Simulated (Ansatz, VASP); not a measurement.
# AlGeAs: VASP beside Ansatz

Aim: how closely do two programs agree when they are given the same cell, functional and k mesh? The cell is generated by rule, not measured, and may not be a known phase. The cell is taken from a series of runs on this material, whose earlier steps may have relaxed, scaled, displaced or heated it; both programs get it as it stands.

Program: Ansatz 0.2.0. Level of theory: plane waves, with VASP 6.6.1 beside it; relaxation of cell and atoms at LDA. Results are calculated unless marked as measured.

The structure was built from a prototype and need not be the compound's stable phase.

**1. The starting structure**

Symmetry: Imm2, No. 44, orthorhombic system. Conventional cell: a = 4.002 Å, b = 4.002 Å, c = 16.980 Å, α = 90.00°, β = 90.00°, γ = 90.00°. Nearest to Al lie 2 As at 2.45 Å and 2 Ge at 2.45 Å. Nearest to Al lie 4 As at 2.45 Å. As has 4 Al at 2.45 Å nearest. Nearest to As lie 2 Al at 2.45 Å and 2 Ge at 2.45 Å. Ge has 2 Ge at 2.45 Å and 2 As at 2.45 Å nearest. Ge has 2 Ge at 2.45 Å and 2 Al at 2.45 Å nearest. Farther neighbours are not listed.

**2. VASP: relaxation of cell and atoms, LDA**

The relaxed volume is the usual yardstick between codes: in a stiff, nearly cubic crystal its relative difference is about their pressure difference at one cell divided by the bulk modulus.

Lines of VASP's logs that name or quote its potential files are left out, and so is its time.

INCAR reads:

```
SYSTEM = AlGeAs
PREC = Accurate
ENCUT = 500
EDIFF = 1E-07
NELM = 120
ISMEAR = 0
SIGMA = 0.1
LREAL = .FALSE.
ALGO = Normal
GGA = CA
NBANDS = 28
LORBIT = 11
LWAVE = .FALSE.
LCHARG = .FALSE.
ISIF = 3
IBRION = 2
NSW = 80
EDIFFG = -0.005
LASPH = .TRUE.
GGA_COMPAT = .FALSE.
NELMIN = 4
KPAR = 2
```

POSCAR reads:

```
AlGeAs
1.0
    2.8300000000      2.8300000000      0.0000000000
   -2.8300000000      2.8300000000      0.0000000000
    2.8300000000      0.0000000000      8.4900000000
Al As Ge
2 2 2
Direct
    0.0000000000      0.0000000000      0.0000000000
    0.3333335100      0.6666664900      0.3333329800
    0.4166664900      0.0833335100      0.1666670200
    0.7500000000      0.7500000000      0.5000000000
    0.6666664900      0.3333335100      0.6666670200
    0.0833335100      0.4166664900      0.8333329800
```

KPOINTS reads:

```
Automatic mesh
0
Gamma
6 6 6
0 0 0
```

Potentials, in the order of the species: Al, As and Ge_d (LDA family, release 64).

The run is started by

```console
$ mpirun -np 2 vasp_std
```

Numbers of over 12 decimals in the logs are rounded to 6 here.

The program printed:

```text
[banner, memory and clock lines left out]
running    2 mpi-ranks, on    1 nodes
 distrk:  each k-point on    1 cores,    2 groups
 distr:  one band on    1 cores,    1 groups

 POSCAR found type information on POSCAR AlAsGe
 POSCAR found :  3 types and       6 ions
 LDA part: xc-table for (Slater(with rela. corr.)+CA(PZ))
 , standard interpolation
 POSCAR, INCAR and KPOINTS ok, starting setup
 FFT: planning ... GRIDC
 FFT: planning ... GRID_SOFT
 FFT: planning ... GRID
 WAVECAR not read
 entering main loop
       N       E                     dE             d eps       ncg     rms          rms(c)
DAV:   1     0.345292557356E+03    0.34529E+03   -0.20061E+04  3108   0.265E+03
DAV:   2     0.280913231601E+02   -0.31720E+03   -0.30683E+03  2592   0.680E+02
DAV:   3    -0.286760558463E+02   -0.56767E+02   -0.55480E+02  3080   0.167E+02
DAV:   4    -0.315005917494E+02   -0.28245E+01   -0.28171E+01  3220   0.425E+01
DAV:   5    -0.315591298043E+02   -0.58538E-01   -0.58515E-01  3288   0.654E+00    0.588E+00
DAV:   6    -0.308713173761E+02    0.68781E+00   -0.82523E-01  3308   0.219E+01    0.336E+00
DAV:   7    -0.307100460720E+02    0.16127E+00   -0.73908E-01  3436   0.512E+00    0.927E-01
DAV:   8    -0.307029760922E+02    0.70700E-02   -0.14203E-01  3300   0.502E+00    0.390E-01
DAV:   9    -0.306978860360E+02    0.50901E-02   -0.26166E-02  3500   0.301E+00    0.137E-01
DAV:  10    -0.306982491478E+02   -0.36311E-03   -0.39706E-03  3368   0.443E-01    0.971E-02
DAV:  11    -0.306981238524E+02    0.12530E-03   -0.48822E-04  3272   0.342E-01    0.340E-02
DAV:  12    -0.306981382994E+02   -0.14447E-04   -0.13383E-04  3864   0.913E-02    0.135E-02
DAV:  13    -0.306981384289E+02   -0.12941E-06   -0.10729E-05  3184   0.331E-02    0.556E-03
DAV:  14    -0.306981374420E+02    0.98687E-06   -0.34587E-06  3328   0.260E-02    0.178E-03
DAV:  15    -0.306981375187E+02   -0.76661E-07   -0.87960E-07  2908   0.701E-03
   1 F= -.30698138E+02 E0= -.30695196E+02  d E =-.306981E+02
[...]
2 F= -.30729212E+02 E0= -.30727548E+02  d E =-.310744E-01
[...]
3 F= -.30729545E+02 E0= -.30728010E+02  d E =-.314073E-01
[...]
4 F= -.30734392E+02 E0= -.30733247E+02  d E =-.484768E-02
[...]
5 F= -.30734395E+02 E0= -.30733244E+02  d E =-.485019E-02
[...]
6 F= -.30736041E+02 E0= -.30734967E+02  d E =-.164636E-02
[...]
7 F= -.30736601E+02 E0= -.30735590E+02  d E =-.220599E-02
 curvature:  -1.26 expect dE=-0.729E-04 dE for cont linesearch -0.145E-07
 trial: gam= 0.02331 g(F)=  0.563E-04 g(S)=  0.141E-05 ort = 0.552E-05 (trialstep = 0.123E+01)
 search vector abs. value=  0.594E-04
 bond charge predicted
       N       E                     dE             d eps       ncg     rms          rms(c)
DAV:   1    -0.307366297401E+02   -0.28780E-04   -0.11742E-02  3220   0.715E-01    0.244E-02
DAV:   2    -0.307366402953E+02   -0.10555E-04   -0.23401E-04  3352   0.122E-01    0.140E-02
DAV:   3    -0.307366360064E+02    0.42889E-05   -0.14522E-05  3744   0.431E-02    0.399E-03
DAV:   4    -0.307366357419E+02    0.26454E-06   -0.14921E-06  3000   0.104E-02    0.185E-03
DAV:   5    -0.307366356899E+02    0.52000E-07   -0.15498E-07  1848   0.445E-03
   8 F= -.30736636E+02 E0= -.30735626E+02  d E =-.347373E-04
 trial-energy change:   -0.000035  1 .order   -0.000034   -0.000071    0.000003
 step:   1.1777(harm=  1.1746)  dis= 0.00132  next Energy=   -30.736636 (dE=-0.348E-04)
 reached required accuracy - stopping structural energy minimisation
```

From OUTCAR (step 2):

```text
ion  position               nearest neighbor table
   1  0.000  0.000  0.000-   3 2.45   6 2.45   6 2.45   3 2.45
   2  0.333  0.667  0.333-   3 2.45   3 2.45   4 2.45   4 2.45
   3  0.417  0.083  0.167-   2 2.45   2 2.45   1 2.45   1 2.45
   4  0.750  0.750  0.500-   2 2.45   5 2.45   2 2.45   5 2.45
   5  0.667  0.333  0.667-   6 2.45   6 2.45   4 2.45   4 2.45
   6  0.083  0.417  0.833-   5 2.45   5 2.45   1 2.45   1 2.45

  LATTYP: Found a body centered tetragonal cell.
 ALAT       =     4.0022243815
 C/A-ratio  =     4.2426406871

 Subroutine GETGRP returns: Found  4 space group operations
 (whereof  4 operations were pure point group operations)

The static configuration has the point symmetry C_2v.

 Found     46 irreducible k-points:

   k-points           NKPTS =     46   k-points in BZ     NKDIM =     46   number of bands    NBANDS=     28

   dimension x,y,z NGX =    30 NGY =   30 NGZ =   70
   dimension x,y,z NGXF=    60 NGYF=   60 NGZF=  140

   ENCUT  =  500.0 eV  36.75 Ry    6.06 a.u.   7.30  7.30 16.32*2*pi/ulx,y,z

   NELECT =      44.0000    total number of electrons

 k-points in reciprocal lattice and weights: Automatic mesh
   0.00000000  0.00000000  0.00000000       0.005
   0.16666667  0.00000000  0.00000000       0.019
   0.00000000 -0.16666667  0.00000000       0.019
   0.33333333  0.00000000  0.00000000       0.019
   0.00000000 -0.33333333  0.00000000       0.019
   0.50000000  0.00000000  0.00000000       0.009
   0.00000000  0.50000000 -0.00000000       0.009
   0.16666667  0.16666667  0.00000000       0.019
   0.33333333  0.16666667  0.00000000       0.037
[...]
-0.16666667  0.16666667  0.33333333       0.019
   0.00000000  0.00000000  0.50000000       0.005

 average (electrostatic) potential at core
       1 -73.8442       2 -74.3905       3 -52.9932       4 -53.5673       5 -75.8100
       6 -74.8501

 E-fermi :   4.5186

 k-point     1 :       0.0000    0.0000    0.0000
  band No.  band energies     occupation
    ...
     18       2.1812      2.00000
     19       2.2621      2.00000
     20       3.9745      2.00000
     21       4.1174      2.00000
     22       4.5459      0.70003
     23       4.5772      0.40773
     24       5.4285      0.00000
     25       6.1878      0.00000
     26       6.5754      0.00000
     27       7.0108      0.00000
    ...

 k-point     2 :       0.1667    0.0000    0.0000
  band No.  band energies     occupation
    ...
     18       1.7430      2.00000
     19       2.3417      2.00000
     20       2.3622      2.00000
     21       3.6329      2.00000
     22       4.4819      1.39611
     23       5.0940      0.00000
     24       6.1331      0.00000
     25       7.1593      0.00000
     26       7.4959      0.00000
     27       7.5387      0.00000
    ...

 k-point     3 :       0.0000   -0.1667    0.0000
  band No.  band energies     occupation
    ...
     18       1.8450      2.00000
     19       2.4388      2.00000
     20       2.8038      2.00000
     21       3.5315      2.00000
     22       3.9781      2.00000
     23       5.6012      0.00000
     24       6.1735      0.00000
     25       6.6338      0.00000
     26       7.3204      0.00000
     27       7.6669      0.00000
    ...

  Total       -0.0095022     -0.0095022     -0.0050686      0.0240006      0.0000000      0.0000000
  in kB       -0.1122284     -0.1122284     -0.0598641      0.2834650      0.0000000      0.0000000
  external PRESSURE =      -0.0947737 kB  Pullay stress =       0.0000000 kB

  energy-cutoff  :      500.00
  volume of cell :      135.65
      direct lattice vectors                 reciprocal lattice vectors
     2.827588281  2.827588281  0.000000000     0.176829139  0.176829139 -0.059472636
    -2.853209502  2.853209502  0.000000000    -0.175241250  0.175241250  0.059472636
     2.840398892 -0.012810611  8.407227818     0.000000000  0.000000000  0.118945272

 POSITION                                       TOTAL-FORCE (eV/Angst)
 -----------------------------------------------------------------------------------
     -0.01281      2.84040      8.37783        -0.000000     -0.000000     -0.001292
     -0.01281      2.84040      2.77287        -0.000000     -0.000000     -0.003065
      1.41379      1.41379      1.40837        -0.000000     -0.000000     -0.002132
      1.40098      4.25419      4.18429        -0.000000      0.000000      0.001389
      2.82759      2.82759      5.65840        -0.000000     -0.000000      0.000412
      1.41379      1.41379      7.02354         0.000000      0.000000      0.004688
 -----------------------------------------------------------------------------------
    total drift:                               -0.000156      0.000115     -0.000734

  FREE ENERGIE OF THE ION-ELECTRON SYSTEM (eV)
  ---------------------------------------------------
  free  energy   TOTEN  =       -30.7366356899 eV

  energy  without entropy=      -30.7346162527  energy(sigma->0) =      -30.73562597

 reached required accuracy - stopping structural energy minimisation

 total charge
# of ion       s       p       d       tot
------------------------------------------
    1        0.424   0.393   0.000   0.817
    2        0.416   0.380   0.000   0.796
    3        1.206   1.681   0.025   2.912
    4        1.221   1.600   0.032   2.853
    5        1.150   1.184  10.035  12.369
    6        1.142   1.372  10.006  12.520
--------------------------------------------------
tot          5.558   6.611  20.099  32.267

[... 3 further parts left out ...]
```

The run keeps the 4 symmetry operations of its start, so it cannot find a distortion of lower symmetry.

[end of part 1 of 2]

[Lines on the potential files, build, host, timing and source positions are cut from VASP's logs without a mark.]

[Logs are printed without paths, hosts, clocks, repeated set-up lines and the standing remarks that a program may print on its own settings, such as how far it seeks lower states.]

[Hosts, paths, dates, database ids (printed as entryN), source tags and the programs' standing remarks are cut or masked in the printed files.]
